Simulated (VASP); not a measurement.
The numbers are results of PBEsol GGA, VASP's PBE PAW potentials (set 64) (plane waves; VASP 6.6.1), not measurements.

VASP input:

### POSCAR
```
BAs
1
    0.0000000000     2.3626212481     2.3626212481
    2.3626212481     0.0000000000     2.3626212481
    2.3626212481     2.3626212481     0.0000000000
B As
1 1
Direct
  0.0000000000   0.0000000000   0.0000000000
  0.2500000000   0.2500000000   0.2500000000
```

**INCAR**
```
# general
SYSTEM =BAs
PREC   =Accurate
ENCUT  =620   # plane-wave cut-off (eV)
LREAL  =F   # projection in real space or not
LASPH  =T   # aspherical one-centre terms

# electronic loop
EDIFF  =1E-6
NELM   =100   # most electronic steps
ALGO   =Normal   # blocked Davidson
LMAXMIX=4

# smearing
ISMEAR =0
SIGMA  =0.05

# functional
GGA    =PS

# ions
IBRION =2   # conjugate gradients
NSW    =40
ISIF   =3
EDIFFG =-0.02   # ionic stop
PSTRESS=100

# output
LWAVE  =F
LCHARG =F
```

### KPOINTS
```
Automatic mesh
0
Gamma
10 10 10
0 0 0
```

POTCAR, in this order: B As (PBE.64 set). Program: vasp_std.

Energy and stress use the plane-wave basis of the starting cell.

Q: Predict the energy per atom (σ→0), volume per atom.

A: 
| Property | Value |
|---|---|
| energy per atom (σ→0) | -6.078 eV/atom |
| volume per atom | 12.81 Å³/atom |

**OSZICAR**
```
...
       N       E                     dE             d eps       ncg     rms          rms(c)
DAV:   1    -0.121651500185E+02   -0.71989E-01   -0.27716E-01   888   0.408E+00    0.530E-01
DAV:   2    -0.121584504337E+02    0.66996E-02   -0.10279E-02   784   0.644E-01    0.258E-01
DAV:   3    -0.121562789040E+02    0.21715E-02   -0.48523E-03   864   0.389E-01    0.840E-02
DAV:   4    -0.121561541232E+02    0.12478E-03   -0.22425E-04   944   0.102E-01    0.469E-02
DAV:   5    -0.121561430805E+02    0.11043E-04   -0.16505E-05   992   0.280E-02    0.241E-02
DAV:   6    -0.121561426724E+02    0.40810E-06   -0.83050E-07   528   0.678E-03
   3 F= -.10557385E+02 E0= -.10557385E+02  d E =-.122731E-01
```

The structure was generated: BAs was put into the zinc blende type (F-43m), which need not be its known phase. This run relaxes it under an external pressure of 10 GPa. Symmetry was kept, so distortions that lower it aren't found.
